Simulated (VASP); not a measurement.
Consider the following.

```
CELL_PARAMETERS angstrom
      1.58966    -2.75337     0.00000
      1.58966     2.75337     0.00000
      0.00000     0.00000     5.14066
ATOMIC_POSITIONS crystal
  Mg 0.33333 0.66667 0.25000
  Mg 0.66667 0.33333 0.75000
```

These are PBEsol GGA, VASP's PBE PAW potentials (set 64) (plane waves; VASP) values and carry that method's errors. Settings: 500 eV cut-off, 13×13×7 Γ-centred mesh, first-order Methfessel-Paxton smearing of 0.10 eV, potentials Mg.

Energy and stress use the plane-wave basis of the starting cell.

Question: The ions, cell shape and volume at an external pressure of 5.0 GPa are relaxed. Give the cell that the relaxation ends in.

Answer: 
```
CELL_PARAMETERS angstrom
      1.53235    -2.65410     0.00000
      1.53235     2.65410     0.00000
      0.00000     0.00000     4.96870
ATOMIC_POSITIONS crystal
  Mg 0.33333 0.66667 0.25000
  Mg 0.66667 0.33333 0.75000
```
Space group P6_3/mmc (194), at a tolerance of 0.03 Å.

Question: How do energy and volume change from the first to the last step?

Answer: The energy (σ→0) changes by +32.1 meV/atom and the volume by -10.2 %, in 4 ionic steps.

The compound is Mg in the hcp structure. This run relaxes it under an external pressure of 5 GPa. Symmetry was kept, so distortions that lower it aren't found.
